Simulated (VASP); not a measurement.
Data:

```
Mo
1.0
    3.13330     0.00000     0.00000
    0.00000     3.13330     0.00000
    0.00000     0.00000    24.32041
Mo
6
Cartesian
  1.56665   0.00000   8.24357
  0.00000   1.56665   9.81022
  1.56665   0.00000  11.37687
  0.00000   1.56665  12.94354
  1.56665   0.00000  14.51019
  0.00000   1.56665  16.07684
```

Level of theory: PBEsol GGA, VASP's PBE PAW potentials (set 64) (plane waves; VASP). Numerical set-up: PREC = Normal, EDIFF = 1E-5, 400 eV cut-off, 9×9×1 Γ-centred mesh, first-order Methfessel-Paxton smearing of 0.10 eV, potentials Mo_sv.

Problem. The ions are relaxed. Which structure does the run end with?

Solution. 
```
Mo
1.0
    3.13330     0.00000     0.00000
    0.00000     3.13330     0.00000
    0.00000     0.00000    24.32041
Mo
6
Direct
  0.50000   0.00000   0.34553
  0.00000   0.50000   0.40168
  0.50000   0.00000   0.46923
  0.00000   0.50000   0.53077
  0.50000   0.00000   0.59832
  0.00000   0.50000   0.65447
```

Problem. How much energy does the relaxation gain?

Solution. The energy (σ→0) changes by -57.9 meV/atom, in 9 ionic steps.

```tsv
step	E(σ→0) (eV)	max force (eV/Å)	pressure (GPa)	volume (Å³)
1	-66.0348	1.732	-5.54	238.77
2	-66.3267	0.450	-3.84	238.77
3	-66.3350	0.554	-3.44	238.77
4	-66.3649	0.204	-3.01	238.77
5	-66.3683	0.233	-2.81	238.77
6	-66.3761	0.125	-2.59	238.77
7	-66.3813	0.087	-2.18	238.77
8	-66.3818	0.062	-1.93	238.77
9	-66.3820	0.026	-2.03	238.77
```

The cell is a thin slab with vacuum, built from Mo (bcc): (100) face.
